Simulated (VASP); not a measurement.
Data:

```
SnO
1.0
    3.53949     0.00000     0.00000
    0.00000     3.53949     0.00000
    0.00000     0.00000     3.98637
Sn O
2 2
Cartesian
  1.76975   0.00000   2.82610
  0.00000   1.76975   1.16027
  1.76975   1.76975   0.00000
  0.00000   0.00000   0.00000
```

Computed with LDA (Ceperley-Alder, Perdew-Zunger), VASP's LDA PAW potentials (set 64) (plane waves; VASP). Settings: 620 eV cut-off, 9×9×8 Γ-centred mesh, first-order Methfessel-Paxton smearing of 0.10 eV, potentials Sn_d O.

Energy and stress use the plane-wave basis of the starting cell.

The ions, cell shape and volume at an external pressure of 45.0 GPa are relaxed. Predict the relaxed structure.

```
SnO
1.0
    3.47831     0.00000     0.00000
    0.00000     3.47831     0.00000
    0.00000     0.00000     3.87743
Sn O
2 2
Direct
  0.50000   0.00000   0.70151
  0.00000   0.50000   0.29849
  0.50000   0.50000   0.00000
  0.00000   0.00000   0.00000
```
Space group P4/nmm (129), at a tolerance of 0.03 Å.

How do energy and volume change from the first to the last step?

The energy (σ→0) changes by +174.9 meV/atom and the volume by -6.1 %, in 10 ionic steps.

The compound is SnO in the litharge structure. This run relaxes it under an external pressure of 45 GPa. Symmetry was kept, so distortions that lower it aren't found.
